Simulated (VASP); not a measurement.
Input:

```yaml
crystal:
  lattice:
    - [2.77440, 0.00000, 0.00000]
    - [0.00000, 2.77440, 0.00000]
    - [0.00000, 0.00000, 3.78420]
  atoms:
    - { symbol: Fe, position: [0.00000, 0.00000, 0.00000], spin: 3.0 }
    - { symbol: Pt, position: [0.50000, 0.50000, 0.50000] }
```

The numbers are results of PBE GGA, VASP's PBE PAW potentials (set 64) (plane waves; VASP), not measurements. Settings: 400 eV cut-off, 4×4×3 Γ-centred mesh, first-order Methfessel-Paxton smearing of 0.10 eV, potentials Fe Pt.

Gaps are read on the run's mesh, which can miss a band edge. Unless said otherwise, spin-orbit coupling is left out, though it shifts the bands of the heavy elements here.

Problem. What does the run give for the cell moment, energy per atom (σ→0), pressure, band gap (on the k-mesh) with the smallest direct gap where there is one?

Solution. 
- band gap (on the k-mesh) = none (metal, semimetal or under 0.01 eV)
- cell moment = 3.34 μB
- energy per atom (σ→0) = -7.412 eV/atom
- pressure = -8.07 GPa

Problem. Give the moment on each site (PAW-sphere projection).

Solution. 
```json
[
 {"site": "Fe1", "moment (μB)": "3.05"},
 {"site": "Pt2", "moment (μB)": "0.28"}
]
```

Only differences to runs with the same potentials and settings are physical.

The compound is FePt in the L1_0 structure. The cell was not relaxed at this level. The k-mesh is coarse (spacing up to 0.57 per Å, 2π included), so the numbers may not be converged in it. The run is one of a series of settings (KPOINTS 4×4×3 Γ-centred mesh against the base run), some of them coarse on purpose.
